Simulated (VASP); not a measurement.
A VASP calculation is set up with these files.

File POSCAR:
```
Ta2N
1
    6.2257200000     0.0000000000     0.0000000000
   -3.1128600000     5.3916320000     0.0000000000
    0.0000000000     0.0000000000     9.7396800000
Ta N
16 8
Direct
  0.3319860000   0.1647960000   0.3817720000
  0.3319860000   0.1647960000   0.8817720000
  0.3319860000   0.6647960000   0.3817720000
  0.3319860000   0.6647960000   0.8817720000
  0.8319860000   0.1647960000   0.3817720000
  0.8319860000   0.1647960000   0.8817720000
  0.8319860000   0.6647960000   0.3817720000
  0.8319860000   0.6647960000   0.8817720000
  0.1645670000   0.3329420000   0.1138680000
  0.1645670000   0.3329420000   0.6138680000
  0.1645670000   0.8329420000   0.1138680000
  0.1645670000   0.8329420000   0.6138680000
  0.6645670000   0.3329420000   0.1138680000
  0.6645670000   0.3329420000   0.6138680000
  0.6645670000   0.8329420000   0.1138680000
  0.6645670000   0.8329420000   0.6138680000
  0.0034470000   0.0022610000   0.0043600000
  0.0034470000   0.0022610000   0.5043600000
  0.0034470000   0.5022610000   0.0043600000
  0.0034470000   0.5022610000   0.5043600000
  0.5034470000   0.0022610000   0.0043600000
  0.5034470000   0.0022610000   0.5043600000
  0.5034470000   0.5022610000   0.0043600000
  0.5034470000   0.5022610000   0.5043600000
```

### INCAR
```
ALGO = Normal
EDIFF = 1E-6
ENCUT = 400
ISIF = 2
ISMEAR = 1
LASPH = T
LCHARG = F
LMAXMIX = 6
LREAL = Auto
LWAVE = F
NELM = 100
PREC = Accurate
SIGMA = 0.1
SYSTEM = Ta2N
```

File KPOINTS:
```
Automatic mesh
0
Gamma
5 5 3
0 0 0
```

POTCAR, in this order: Ta_pv N (LDA.64 set). Program: vasp_std.

Problem. Translate this LDA calculation to Quantum ESPRESSO's pw.x.

Solution. One equivalent input (not run):
```
&CONTROL
  calculation = 'scf'
  pseudo_dir = './pseudo'
  outdir = './out'
  tprnfor = .true.
  tstress = .true.
/
&SYSTEM
  ibrav = 0
  nat = 24
  ntyp = 2
  ecutwfc = 84
  occupations = 'smearing'
  smearing = 'methfessel-paxton'
  degauss = 0.00735
  input_dft = 'pz'
/
&ELECTRONS
  conv_thr = 7.3e-08
  electron_maxstep = 100
/
ATOMIC_SPECIES
  Ta 180.948 Ta.upf
  N 14.007 N.upf
CELL_PARAMETERS angstrom
     6.2257200    0.0000000    0.0000000
    -3.1128600    5.3916320    0.0000000
     0.0000000    0.0000000    9.7396800
ATOMIC_POSITIONS crystal
  Ta   0.3319860  0.1647960  0.3817720
  Ta   0.3319860  0.1647960  0.8817720
  Ta   0.3319860  0.6647960  0.3817720
  Ta   0.3319860  0.6647960  0.8817720
  Ta   0.8319860  0.1647960  0.3817720
  Ta   0.8319860  0.1647960  0.8817720
  Ta   0.8319860  0.6647960  0.3817720
  Ta   0.8319860  0.6647960  0.8817720
  Ta   0.1645670  0.3329420  0.1138680
  Ta   0.1645670  0.3329420  0.6138680
  Ta   0.1645670  0.8329420  0.1138680
  Ta   0.1645670  0.8329420  0.6138680
  Ta   0.6645670  0.3329420  0.1138680
  Ta   0.6645670  0.3329420  0.6138680
  Ta   0.6645670  0.8329420  0.1138680
  Ta   0.6645670  0.8329420  0.6138680
  N    0.0034470  0.0022610  0.0043600
  N    0.0034470  0.0022610  0.5043600
  N    0.0034470  0.5022610  0.0043600
  N    0.0034470  0.5022610  0.5043600
  N    0.5034470  0.0022610  0.0043600
  N    0.5034470  0.0022610  0.5043600
  N    0.5034470  0.5022610  0.0043600
  N    0.5034470  0.5022610  0.5043600
K_POINTS automatic
  5 5 3 0 0 0
```
What does not carry over: the potentials are each code's own (VASP's PAW set, PseudoDojo norm-conserving files in pw.x), so ENCUT and ecutwfc are chosen apart and not converted; conv_thr bounds pw.x's estimated SCF error, while EDIFF bounds the energy change between steps.

The structure comes from a computed database's Ta2N entry; how it stands against other phases isn't given here. The cell was not relaxed at this level, atoms are displaced from their ideal sites. The run is one of a series of settings (LREAL = Auto, KPOINTS 5×5×3 Γ-centred mesh against the base run), some of them coarse on purpose.
